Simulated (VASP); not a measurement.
Level of theory: r2SCAN meta-GGA, VASP's PBE PAW potentials (set 64) (plane waves; VASP).

VASP input:

**POSCAR**
```
ZnCd3S4
1
    5.7472932163    -0.0000000000     0.0000000000
    0.0000000000     5.7472932163     0.0000000000
   -0.0000000000    -0.0000000000     5.7472932163
Zn Cd S
1 3 4
Direct
  0.0000000000   0.0000000000   0.0000000000
  0.0000000000   0.5000000000   0.5000000000
  0.5000000000   0.0000000000   0.5000000000
  0.5000000000   0.5000000000   0.0000000000
  0.7636501644   0.7636501644   0.2363498356
  0.7636501644   0.2363498356   0.7636501644
  0.2363498356   0.2363498356   0.2363498356
  0.2363498356   0.7636501644   0.7636501644
```

**KPOINTS**
```
Automatic mesh
0
Gamma
4 4 4
0 0 0
```

**INCAR**
```
SIGMA  =  0.05
EDIFFG  =  -0.02   ! ionic stop
ISIF  =  3   ! ions, shape and volume
SYSTEM  =  ZnCd3S4
LREAL  =  F   ! projection in real space or not
METAGGA  =  R2SCAN
ALGO  =  Normal   ! blocked Davidson
ISMEAR  =  0
LCHARG  =  F
EDIFF  =  1E-6   ! SCF stop (eV)
LWAVE  =  F
LMIXTAU  =  T
PREC  =  Accurate
NSW  =  60   ! most ionic steps
LMAXMIX  =  4
ENCUT  =  400
NELM  =  100
LASPH  =  T   ! aspherical one-centre terms
IBRION  =  2
```

POTCAR, in this order: Zn Cd S (PBE.64 set). Program: vasp_std.

Output

File OUTCAR:
```
 ion  position               nearest neighbor table
   1  0.000  0.000  0.000-   5 2.35   6 2.35   7 2.35   8 2.35
   2  0.000  0.500  0.500-   5 2.54   6 2.54   7 2.54   8 2.54
   3  0.500  0.000  0.500-   5 2.54   6 2.54   7 2.54   8 2.54
   4  0.500  0.500  0.000-   5 2.54   6 2.54   7 2.54   8 2.54
   5  0.764  0.764  0.236-   1 2.35   2 2.54   3 2.54   4 2.54
   6  0.764  0.236  0.764-   1 2.35   2 2.54   3 2.54   4 2.54
   7  0.236  0.236  0.236-   1 2.35   2 2.54   3 2.54   4 2.54
   8  0.236  0.764  0.764-   1 2.35   2 2.54   3 2.54   4 2.54
  LATTYP: Found a simple cubic cell.
 ALAT       =     5.7472932163
 Subroutine PRICEL returns:
 Original cell was already a primitive cell.
 Subroutine GETGRP returns: Found 24 space group operations
The static configuration has the point symmetry T_d .
The dynamic configuration has the point symmetry T_d .
 Subroutine INISYM returns: Found 24 space group operations
 Subroutine IBZKPT returns following result:
 Found     10 irreducible k-points:

 Following reciprocal coordinates:
            Coordinates               Weight
  0.000000  0.000000  0.000000      1.000000
  0.250000  0.000000  0.000000      6.000000
  0.500000  0.000000  0.000000      3.000000
  0.250000  0.250000  0.000000     12.000000
  0.500000  0.250000  0.000000     12.000000
  0.500000  0.500000  0.000000      3.000000
  0.250000  0.250000  0.250000      8.000000
  0.500000  0.250000  0.250000     12.000000
  0.500000  0.500000  0.250000      6.000000
  0.500000  0.500000  0.500000      1.000000
   k-points           NKPTS =     10   k-points in BZ     NKDIM =     10   number of bands    NBANDS=     43
   number of dos      NEDOS =    301   number of ions     NIONS =      8
   total plane-waves  NPLWV =  64000
   dimension x,y,z NGX =    40 NGY =   40 NGZ =   40
   dimension x,y,z NGXF=    80 NGYF=   80 NGZF=   80
   ions per type =               1   3   4
   PREC   = accura    normal or accurate (medium, high low for compatibility)
   ISTART =      0    job   : 0-new  1-cont  2-samecut
   ICHARG =      2    charge: 1-file 2-atom 10-const
   ISPIN  =      1    spin polarized calculation?
   LNONCOLLINEAR =      F non collinear calculations
   LSORBIT =      F    spin-orbit coupling
   INIWAV =      1    electr: 0-lowe 1-rand  2-diag
   ENCUT  =  400.0 eV  29.40 Ry    5.42 a.u.   9.37  9.37  9.37*2*pi/ulx,y,z
   NELM   =    100;   NELMIN=  2; NELMDL= -5     # of ELM steps
   EDIFF  = 0.1E-05   stopping-criterion for ELM
   LREAL  =      F    real-space projection
   NLSPLINE    = F    spline interpolate recip. space projectors
   LMAXMIX     =    4 max onsite mixed and CHGCAR
   VOSKOWN=      0    Vosko Wilk Nusair interpolation
   EDIFFG = -.2E-01   stopping-criterion for IOM
   NSW    =     60    number of steps for IOM
   NBLOCK =      1;   KBLOCK =     60    inner block; outer block
   IBRION =      2    ionic relax: 0-MD 1-quasi-New 2-CG
   NFREE  =      1    steps in history (QN), initial steepest desc. (CG)
   ISIF   =      3    stress and relaxation
   ISYM   =      2    0-nonsym 1-usesym 2-fastsym
   TEIN   =    0.0    initial temperature
   TEBEG  =    0.0;   TEEND  =   0.0 temperature during run
   SMASS  =  -3.00    Nose mass-parameter (am)
   PSTRESS=    0.0 pullay stress
   NELECT =      72.0000    total number of electrons
   EFERMI =   0.00;   METHOD = LEGACY
   ISMEAR =     0;   SIGMA  =   0.05  broadening in eV -4-tet -1-fermi 0-gaus
   IALGO  =     38    algorithm
   LDIAG  =      T    sub-space diagonalisation (order eigenvalues)
   IMIX   =      4    mixing-type and parameters
     AMIX     =   0.40;   BMIX     =  1.00
     AMIX_MAG =   1.60;   BMIX_MAG =  1.00
     AMIN     =   0.10
   METAGGA = R2SCAN    functional components
   VOSKOWN =     0    Vosko Wilk Nusair interpolation
   LHFCALC =     F    Hartree Fock is set to
...
```

File OSZICAR:
```
       N       E                     dE             d eps       ncg     rms          rms(c)
DAV:   1     0.418222615208E+03    0.41822E+03   -0.30504E+04   860   0.137E+03
DAV:   2    -0.813398387150E+02   -0.49956E+03   -0.48541E+03   935   0.369E+02
DAV:   3    -0.125485483214E+03   -0.44146E+02   -0.43848E+02   970   0.115E+02
DAV:   4    -0.126496686486E+03   -0.10112E+01   -0.10080E+01   992   0.177E+01
DAV:   5    -0.126515495305E+03   -0.18809E-01   -0.18800E-01   997   0.234E+00    0.155E+01
DAV:   6    -0.112824679142E+03    0.13691E+02   -0.13069E+01  1065   0.435E+01    0.163E+01
DAV:   7    -0.107813141020E+03    0.50115E+01   -0.25365E+00   896   0.112E+01    0.109E+01
DAV:   8    -0.111847657850E+03   -0.40345E+01   -0.22167E+00   895   0.844E+00    0.251E+00
DAV:   9    -0.107421589042E+03    0.44261E+01   -0.16773E+00   869   0.690E+00    0.792E-01
DAV:  10    -0.107708510537E+03   -0.28692E+00   -0.16059E-01   878   0.252E+00    0.516E-01
DAV:  11    -0.107813602729E+03   -0.10509E+00   -0.43377E-02   913   0.122E+00    0.193E-01
DAV:  12    -0.107784055046E+03    0.29548E-01   -0.23887E-02   875   0.948E-01    0.156E-01
DAV:  13    -0.107814498362E+03   -0.30443E-01   -0.18646E-02   878   0.798E-01    0.925E-02
DAV:  14    -0.107806077258E+03    0.84211E-02   -0.13494E-02   904   0.623E-01    0.170E-01
DAV:  15    -0.107813714090E+03   -0.76368E-02   -0.31779E-03   887   0.294E-01    0.606E-02
DAV:  16    -0.107816892295E+03   -0.31782E-02   -0.12439E-03   908   0.197E-01    0.213E-02
DAV:  17    -0.107817032781E+03   -0.14049E-03   -0.53211E-04   957   0.111E-01    0.387E-02
DAV:  18    -0.107817115894E+03   -0.83113E-04   -0.36552E-05   922   0.441E-02    0.278E-02
DAV:  19    -0.107817118112E+03   -0.22177E-05   -0.78553E-06   812   0.144E-02    0.203E-02
DAV:  20    -0.107817141338E+03   -0.23226E-04   -0.11080E-05   827   0.179E-02    0.879E-03
DAV:  21    -0.107817146581E+03   -0.52429E-05   -0.10192E-05   764   0.164E-02    0.856E-03
DAV:  22    -0.107817148177E+03   -0.15955E-05   -0.13807E-06   576   0.800E-03    0.254E-03
DAV:  23    -0.107817148395E+03   -0.21818E-06   -0.13139E-07   481   0.237E-03
   1 F= -.10781715E+03 E0= -.10781715E+03  d E =-.107817E+03
```

OUTCAR:
```
------------------------ aborting loop because EDIFF is reached ----------------------------------------
  FORCE on cell =-STRESS in cart. coord.  units (eV):
  Direction    XX          YY          ZZ          XY          YZ          ZX
  --------------------------------------------------------------------------------------
  Total        0.0499306      0.0499306      0.0499306     -0.0000000      0.0000000     -0.0000000
  in kB        0.4213926      0.4213926      0.4213926     -0.0000000      0.0000000     -0.0000000
  external PRESSURE =       0.4213926 kB  Pullay stress =       0.0000000 kB
  volume of cell :      189.84
      direct lattice vectors                 reciprocal lattice vectors
     5.747293216  0.000000000  0.000000000     0.173994951  0.000000000  0.000000000
     0.000000000  5.747293216  0.000000000     0.000000000  0.173994951  0.000000000
     0.000000000  0.000000000  5.747293216     0.000000000  0.000000000  0.173994951
 POSITION                                       TOTAL-FORCE (eV/Angst)
 -----------------------------------------------------------------------------------
      0.00000      0.00000      0.00000        -0.000000      0.000000      0.000000
      0.00000      2.87365      2.87365        -0.000000     -0.000000      0.000000
      2.87365      0.00000      2.87365        -0.000000      0.000000      0.000000
      2.87365      2.87365      0.00000        -0.000000     -0.000000      0.000000
      4.38892      4.38892      1.35837         0.010048      0.010048     -0.010048
      4.38892      1.35837      4.38892         0.010048     -0.010048      0.010048
      1.35837      1.35837      1.35837        -0.010048     -0.010048     -0.010048
      1.35837      4.38892      4.38892        -0.010048      0.010048      0.010048
 -----------------------------------------------------------------------------------
    total drift:                               -0.000000     -0.000000      0.000000
  FREE ENERGIE OF THE ION-ELECTRON SYSTEM (eV)
  ---------------------------------------------------
  free  energy   TOTEN  =      -107.8171483948 eV

  energy  without entropy=     -107.8171483948  energy(sigma->0) =     -107.81714839

 reached required accuracy - stopping structural energy minimisation
```
(Selected blocks of OUTCAR.)

The structure comes from a computed database's ZnCd3S4 entry (P-43m); how it stands against other phases isn't given here. It was relaxed first. The start is the result of an earlier pass.
